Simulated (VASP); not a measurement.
Here is the system:

```yaml
crystal:
  lattice:
    - [1.94076, -3.36150, 0.00000]
    - [1.94076, 3.36150, 0.00000]
    - [0.00000, 0.00000, 5.94536]
  atoms:
    - { symbol: La, position: [0.33333, 0.66667, 0.24387] }
    - { symbol: La, position: [0.66667, 0.33333, 0.75613] }
    - { symbol: O, position: [0.00000, 0.00000, 0.00000] }
    - { symbol: O, position: [0.33333, 0.66667, 0.64649] }
    - { symbol: O, position: [0.66667, 0.33333, 0.35351] }
```

Method: LDA (Ceperley-Alder, Perdew-Zunger), VASP's LDA PAW potentials (set 64) (plane waves; VASP). Settings: 620 eV cut-off, 7×7×4 Γ-centred mesh, Gaussian smearing of 0.050 eV, potentials La O.

Problem. What does the run give for the energy per atom (σ→0)?

Solution. 
```
Property                       Result
---------------------  --------------
energy per atom (σ→0)  -9.181 eV/atom
```

Only differences to runs with the same potentials and settings are physical.

The compound is La2O3 in the a-type structure. It was relaxed first, which changed the volume by -6 %.
